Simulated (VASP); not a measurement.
Calculation: r2SCAN meta-GGA, VASP's PBE PAW potentials (set 64) (plane waves; VASP).

VASP input:

KPOINTS:
```
Automatic mesh
0
gamma
 6 6 10
```

**INCAR**
```
SYSTEM = CrO2
PREC = Accurate
ENCUT = 520
EDIFF = 1E-6
NELM = 100
ALGO = Normal
LREAL = .FALSE.
LASPH = .TRUE.
ISMEAR = 1
SIGMA = 0.1
METAGGA = R2SCAN
LMIXTAU = .TRUE.
LMAXMIX = 4
ISPIN = 2
MAGMOM = 2.5 2.5 0.0 0.0 0.0 0.0
LORBIT = 10
LWAVE = .FALSE.
LCHARG = .FALSE.
IBRION = 2
ISIF = 3
NSW = 60
EDIFFG = -0.02
```

### POSCAR
```
CrO2
1
    4.3922610793     0.0000000000     0.0000000000
    0.0000000000     4.3922610793     0.0000000000
    0.0000000000     0.0000000000     2.8934801377
Cr O
2 4
Direct
  0.0000000000   0.0000000000   0.0000000000
  0.5000000000   0.5000000000   0.5000000000
  0.3034300090   0.3034300090   0.0000000000
  0.8034300090   0.1965699910   0.5000000000
  0.1965699910   0.8034300090   0.5000000000
  0.6965699910   0.6965699910   0.0000000000
```

POTCAR, in this order: Cr_pv O (PBE.64 set). Program: vasp_std.

The run wrote:

File OUTCAR:
```
 ion  position               nearest neighbor table
   1  0.000  0.000  0.000-   3 1.88   6 1.88   5 1.89   4 1.89   4 1.89   5 1.89
   2  0.500  0.500  0.500-   4 1.88   5 1.88   3 1.89   6 1.89   3 1.89   6 1.89
   3  0.303  0.303  0.000-   1 1.88   2 1.89   2 1.89
   4  0.803  0.197  0.500-   2 1.88   1 1.89   1 1.89
   5  0.197  0.803  0.500-   2 1.88   1 1.89   1 1.89
   6  0.697  0.697  0.000-   1 1.88   2 1.89   2 1.89
  LATTYP: Found a simple tetragonal cell.
 ALAT       =     4.3922610793
 C/A-ratio  =     0.6587677930
 Subroutine PRICEL returns:
 Original cell was already a primitive cell.
 Subroutine GETGRP returns: Found 16 space group operations
The static configuration has the point symmetry D_2h.
 The point group associated with its full space group is D_4h.
The dynamic configuration has the point symmetry D_2h.
The overall configuration has the point symmetry D_2h.
 Subroutine INISYM returns: Found 16 space group operations
 Subroutine IBZKPT returns following result:
 Found     60 irreducible k-points:

 Following reciprocal coordinates:
            Coordinates               Weight
  0.000000  0.000000  0.000000      1.000000
  0.166667  0.000000  0.000000      4.000000
  0.333333  0.000000  0.000000      4.000000
  0.500000  0.000000  0.000000      2.000000
  0.166667  0.166667  0.000000      4.000000
  0.333333  0.166667  0.000000      8.000000
  0.500000  0.166667  0.000000      4.000000
  0.333333  0.333333  0.000000      4.000000
  0.500000  0.333333  0.000000      4.000000
  0.500000  0.500000  0.000000      1.000000
  0.000000  0.000000  0.100000      2.000000
  0.166667  0.000000  0.100000      8.000000
  0.333333  0.000000  0.100000      8.000000
  0.500000  0.000000  0.100000      4.000000
  0.166667  0.166667  0.100000      8.000000
  0.333333  0.166667  0.100000     16.000000
  0.500000  0.166667  0.100000      8.000000
...
```

### OSZICAR
```
       N       E                     dE             d eps       ncg     rms          rms(c)
DAV:   1     0.603257142735E+03    0.60326E+03   -0.26945E+04  7440   0.177E+03
DAV:   2    -0.317564588679E+02   -0.63501E+03   -0.59770E+03  8178   0.532E+02
DAV:   3    -0.949199688721E+02   -0.63164E+02   -0.61631E+02  8334   0.172E+02
DAV:   4    -0.964965151506E+02   -0.15765E+01   -0.15529E+01  9079   0.267E+01
DAV:   5    -0.965457571492E+02   -0.49242E-01   -0.49235E-01 10050   0.432E+00    0.449E+01
DAV:   6    -0.721624052408E+02    0.24383E+02   -0.10445E+02  8385   0.103E+02    0.281E+01
DAV:   7    -0.678561198033E+02    0.43063E+01   -0.42797E+01  8746   0.719E+01    0.172E+01
DAV:   8    -0.667215367424E+02    0.11346E+01   -0.29020E+00  9520   0.170E+01    0.703E+00
DAV:   9    -0.671537986727E+02   -0.43226E+00   -0.25840E+00  9465   0.115E+01    0.452E+00
DAV:  10    -0.670441165160E+02    0.10968E+00   -0.31236E-01  8980   0.504E+00    0.111E+01
DAV:  11    -0.670283339195E+02    0.15783E-01   -0.65160E-02  9848   0.173E+00    0.101E+01
DAV:  12    -0.670860697923E+02   -0.57736E-01   -0.52016E-03  8946   0.644E-01    0.984E+00
DAV:  13    -0.670269896373E+02    0.59080E-01   -0.68300E-03  9735   0.836E-01    0.810E+00
DAV:  14    -0.671184604914E+02   -0.91471E-01   -0.49096E-02  8522   0.193E+00    0.352E+00
DAV:  15    -0.671268856698E+02   -0.84252E-02   -0.12283E-02  9947   0.100E+00    0.128E+00
DAV:  16    -0.671269753987E+02   -0.89729E-04   -0.21811E-03  8865   0.456E-01    0.686E-01
DAV:  17    -0.671269335250E+02    0.41874E-04   -0.33020E-04  9484   0.147E-01    0.319E-01
DAV:  18    -0.671270691707E+02   -0.13565E-03   -0.76598E-04  8895   0.207E-01    0.161E-01
DAV:  19    -0.671271030389E+02   -0.33868E-04   -0.10721E-04  9272   0.831E-02    0.152E-01
DAV:  20    -0.671271055914E+02   -0.25525E-05   -0.49050E-06  7787   0.182E-02    0.912E-02
DAV:  21    -0.671270987221E+02    0.68693E-05   -0.11539E-05  8409   0.191E-02    0.382E-02
DAV:  22    -0.671270984921E+02    0.23004E-06   -0.28005E-06  6454   0.173E-02
   1 F= -.67127098E+02 E0= -.67127115E+02  d E =-.671271E+02  mag=     4.0000
       N       E                     dE             d eps       ncg     rms          rms(c)
DAV:   1    -0.682196653340E+02   -0.10926E+01   -0.20902E+01  7594   0.436E+01    0.803E+02
DAV:   2    -0.706917809052E+02   -0.24721E+01   -0.74875E+01  8995   0.608E+01    0.944E+02
DAV:   3    -0.677976918379E+02    0.28941E+01   -0.59414E+00  8496   0.269E+01    0.310E+02
DAV:   4    -0.672873485785E+02    0.51034E+00   -0.20227E+00  9542   0.129E+01    0.200E+02
DAV:   5    -0.673109633761E+02   -0.23615E-01   -0.24366E-01  9825   0.468E+00    0.177E+02
DAV:   6    -0.672039459514E+02    0.10702E+00   -0.59169E-02  9458   0.267E+00    0.115E+02
DAV:   7    -0.671218474442E+02    0.82099E-01   -0.80509E-02  9821   0.301E+00    0.218E+01
DAV:   8    -0.671156846378E+02    0.61628E-02   -0.25305E-02  9591   0.995E-01    0.619E+00
DAV:   9    -0.671154020434E+02    0.28259E-03   -0.96878E-04  8449   0.250E-01    0.471E+00
DAV:  10    -0.671150915926E+02    0.31045E-03   -0.11557E-03  9325   0.160E-01    0.183E+00
DAV:  11    -0.671148669701E+02    0.22462E-03   -0.98540E-04  8389   0.215E-01    0.151E+00
DAV:  12    -0.671149314954E+02   -0.64525E-04   -0.16134E-04  8930   0.825E-02    0.104E+00
DAV:  13    -0.671149458236E+02   -0.14328E-04   -0.12394E-04  9632   0.556E-02    0.427E-01
DAV:  14    -0.671149544689E+02   -0.86454E-05   -0.15380E-05  9048   0.259E-02    0.200E-01
DAV:  15    -0.671149649501E+02   -0.10481E-04   -0.54199E-06  8450   0.235E-02    0.155E-01
DAV:  16    -0.671149733771E+02   -0.84270E-05   -0.21644E-06  6666   0.123E-02    0.810E-02
DAV:  17    -0.671149797946E+02   -0.64175E-05   -0.65431E-07  5166   0.609E-03    0.554E-02
DAV:  18    -0.671149802261E+02   -0.43147E-06   -0.57276E-07  4289   0.545E-03
   2 F= -.67114980E+02 E0= -.67114980E+02  d E =0.121183E-01  mag=     4.0000
       N       E                     dE             d eps       ncg     rms          rms(c)
DAV:   1    -0.673569788274E+02   -0.24200E+00   -0.58455E+00  7664   0.248E+01    0.727E+00
DAV:   2    -0.671853707143E+02    0.17161E+00   -0.85188E-01  7790   0.103E+01    0.566E+00
DAV:   3    -0.671498488793E+02    0.35522E-01   -0.19479E-01  9023   0.406E+00    0.170E+00
DAV:   4    -0.671411224250E+02    0.87265E-02   -0.51526E-02  8261   0.199E+00    0.140E+00
DAV:   5    -0.671417337585E+02   -0.61133E-03   -0.26610E-03  8939   0.411E-01    0.127E+00
DAV:   6    -0.671415488044E+02    0.18495E-03   -0.44274E-04 10270   0.200E-01    0.106E+00
DAV:   7    -0.671413940943E+02    0.15471E-03   -0.98798E-04  9582   0.309E-01    0.751E-01
DAV:   8    -0.671413428990E+02    0.51195E-04   -0.62939E-04  8706   0.263E-01    0.495E-01
DAV:   9    -0.671412280300E+02    0.11487E-03   -0.17479E-04  9056   0.100E-01    0.400E-01
DAV:  10    -0.671413052024E+02   -0.77172E-04   -0.55352E-05  9070   0.643E-02    0.137E-01
DAV:  11    -0.671413180938E+02   -0.12891E-04   -0.23417E-05  8502   0.353E-02    0.405E-02
DAV:  12    -0.671413168315E+02    0.12623E-05   -0.35489E-06  7332   0.168E-02    0.184E-02
DAV:  13    -0.671413174537E+02   -0.62220E-06   -0.28967E-07  4574   0.515E-03
   3 F= -.67141317E+02 E0= -.67141301E+02  d E =-.142190E-01  mag=     4.0000
       N       E                     dE             d eps       ncg     rms          rms(c)
DAV:   1    -0.671414148635E+02   -0.98032E-04   -0.23506E-03  7678   0.501E-01    0.219E-01
DAV:   2    -0.671413830741E+02    0.31789E-04   -0.39624E-04  8018   0.221E-01    0.219E-01
DAV:   3    -0.671413256738E+02    0.57400E-04   -0.69124E-05  8950   0.785E-02    0.360E-02
DAV:   4    -0.671413132392E+02    0.12435E-04   -0.18711E-05  8381   0.278E-02    0.403E-02
DAV:   5    -0.671413132562E+02   -0.16934E-07   -0.12279E-06  5396   0.103E-02
   4 F= -.67141313E+02 E0= -.67141297E+02  d E =-.142148E-01  mag=     4.0000
       N       E                     dE             d eps       ncg     rms          rms(c)
DAV:   1    -0.671421241019E+02   -0.81086E-03   -0.59391E-02  7447   0.183E+00    0.850E-01
DAV:   2    -0.671416371607E+02    0.48694E-03   -0.33382E-03  9674   0.569E-01    0.817E-01
DAV:   3    -0.671415060038E+02    0.13116E-03   -0.44529E-04  9958   0.199E-01    0.468E-01
DAV:   4    -0.671414333082E+02    0.72696E-04   -0.36932E-04  9931   0.148E-01    0.311E-01
DAV:   5    -0.671414731345E+02   -0.39826E-04   -0.89083E-05  9868   0.821E-02    0.224E-01
DAV:   6    -0.671414896576E+02   -0.16523E-04   -0.38427E-05 10808   0.527E-02    0.132E-01
DAV:   7    -0.671414842053E+02    0.54523E-05   -0.57143E-05 10404   0.677E-02    0.529E-02
DAV:   8    -0.671414807347E+02    0.34706E-05   -0.12473E-05  9779   0.317E-02    0.306E-02
DAV:   9    -0.671414789780E+02    0.17567E-05   -0.15597E-06  6118   0.981E-03    0.113E-02
DAV:  10    -0.671414791616E+02   -0.18357E-06   -0.36491E-07  4719   0.470E-03
   5 F= -.67141479E+02 E0= -.67141466E+02  d E =-.165905E-03  mag=     4.0000
```

### OUTCAR
```
------------------------ aborting loop because EDIFF is reached ----------------------------------------
  FORCE on cell =-STRESS in cart. coord.  units (eV):
  Direction    XX          YY          ZZ          XY          YZ          ZX
  --------------------------------------------------------------------------------------
  Total       -0.0149220     -0.0149220      0.0257956     -0.0000000      0.0000000      0.0000000
  in kB       -0.4215062     -0.4215062      0.7286587     -0.0000000      0.0000000      0.0000000
  external PRESSURE =      -0.0381179 kB  Pullay stress =       0.0000000 kB
  volume of cell :       56.72
      direct lattice vectors                 reciprocal lattice vectors
     4.409293837  0.000000000  0.000000000     0.226793686 -0.000000000  0.000000000
     0.000000000  4.409293837  0.000000000    -0.000000000  0.226793686  0.000000000
     0.000000000  0.000000000  2.917389055     0.000000000  0.000000000  0.342772246
 POSITION                                       TOTAL-FORCE (eV/Angst)
 -----------------------------------------------------------------------------------
      0.00000      4.40929      0.00000         0.000000      0.000000     -0.000000
      2.20465      2.20465      1.45869         0.000000      0.000000     -0.000000
      1.33510      1.33510      0.00000         0.000337      0.000337      0.000000
      3.53975      0.86954      1.45869         0.000337     -0.000337     -0.000000
      0.86954      3.53975      1.45869        -0.000337      0.000337     -0.000000
      3.07419      3.07419      0.00000        -0.000337     -0.000337     -0.000000
 -----------------------------------------------------------------------------------
    total drift:                               -0.000000      0.000000     -0.000000
  FREE ENERGIE OF THE ION-ELECTRON SYSTEM (eV)
  ---------------------------------------------------
  free  energy   TOTEN  =       -67.1414791616 eV

  energy  without entropy=      -67.1414407713  energy(sigma->0) =      -67.14146636

 total charge

# of ion       s       p       d       tot
------------------------------------------
    1        0.656   6.463   3.967  11.085
    2        0.656   6.463   3.967  11.085
    3        1.578   3.496   0.000   5.074
    4        1.578   3.496   0.000   5.074
    5        1.578   3.496   0.000   5.074
    6        1.578   3.496   0.000   5.074
--------------------------------------------------
tot          7.623  26.909   7.934  42.466

 magnetization (x)

# of ion       s       p       d       tot
------------------------------------------
    1        0.170   0.035   2.153   2.357
    2        0.170   0.035   2.153   2.357
    3       -0.003  -0.124   0.000  -0.127
    4       -0.003  -0.124   0.000  -0.127
    5       -0.003  -0.124   0.000  -0.127
    6       -0.003  -0.124   0.000  -0.127
--------------------------------------------------
tot          0.326  -0.426   4.306   4.206

 reached required accuracy - stopping structural energy minimisation
```
(Selected blocks of OUTCAR.)

**CONTCAR**
```
CrO2
   1.00000000000000
     4.4092938366419689    0.0000000000000000    0.0000000000000000
     0.0000000000000000    4.4092938366419689    0.0000000000000000
     0.0000000000000000    0.0000000000000000    2.9173890546931260
  Cr              O
     2     4
Direct
     0.0000000000000000    1.0000000000000000    0.0000000000000000
     0.5000000000000000    0.5000000000000000    0.5000000000000000
     0.3027928008720374    0.3027928008720374    0.0000000000000000
     0.8027928008720374    0.1972071991279626    0.5000000000000000
     0.1972071991279626    0.8027928008720374    0.5000000000000000
     0.6972071991279626    0.6972071991279626    0.0000000000000000
```

The moments were started parallel, and other spin orders were not tried in this run.

The compound is CrO2 in the rutile structure. This run relaxes it. Symmetry was kept, so distortions that lower it aren't found. The start is the result of an earlier pass.
